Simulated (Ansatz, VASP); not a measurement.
## Two plane-wave programs on Hg3Pt

```
Hg Pt
1.0
    -2.12985    2.12985    4.69349
     2.12985   -2.12985    4.69349
     2.12985    2.12985   -4.69349
Hg Pt
3 1
Direct
  0.50000 0.50000 0.00000
  0.25000 0.75000 0.50000
  0.75000 0.25000 0.50000
  0.00000 0.00000 0.00000
```

Change from the starting cell: volume scaled by 1.04.

Alike in both runs: task single point; functional PBE; k mesh 9 × 9 × 9; occupations fermi-dirac, width 0.05 eV; no spin polarisation.

```csv
,VASP,Ansatz
version,VASP 6.6.1,Ansatz 0.2.0
potentials or method,"VASP PAW PBE potentials, release 64 (Hg, Pt)",Ansatz PAW
plane-wave cutoff (eV),520,420
valence electrons in the cell,46,78
```

|  | VASP | Ansatz | Ansatz less VASP |
| --- | --- | --- | --- |
| gap on the k mesh at the Fermi level (eV) | none | none | - |
| pressure (GPa) | -3.2 | -3.7 | -0.45 |

A gap of «none» marks a metal or a gap that the smearing closes. With one functional, cell and mesh, what is left measures potentials, basis and numerics. The two sets of potentials don't hold the same shells in valence.

The runs have no spin-orbit coupling, so splittings on Hg, Pt are missing.
